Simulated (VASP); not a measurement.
Given:

```
Ga3InP4
1.0
    5.54515     0.00000     0.00000
    0.00000     5.54515     0.00000
    0.00000     0.00000     5.54515
In P Ga
1 4 3
Direct
  0.00000   0.00000   0.00000
  0.26032   0.26032   0.26032
  0.73968   0.73968   0.26032
  0.73968   0.26032   0.73968
  0.26032   0.73968   0.73968
  0.50000   0.50000   0.00000
  0.50000   0.00000   0.50000
  0.00000   0.50000   0.50000
```

Calculation: PBEsol GGA, VASP's PBE PAW potentials (set 64) (plane waves; VASP). Run with 400 eV cut-off, 5×5×5 Γ-centred mesh, tetrahedra with Blöchl corrections, potentials In_d P Ga_d.

Unless said otherwise, spin-orbit coupling is left out, though it shifts the bands of the heavy elements here.

Predict the energy per atom (σ→0), band gap (on the k-mesh) with the smallest direct gap where there is one.

```json
{
  "band gap (on the k-mesh)": "1.17 eV",
  "smallest direct gap (on the k-mesh)": "1.17 eV",
  "energy per atom (σ→0)": "-4.844 eV/atom"
}
```

The absolute energy has meaning only against runs of the same code, potentials and settings.

The structure was generated: Ga3InP4 was put into an ordered model structure (P-43m), which need not be its known phase. It was relaxed first.
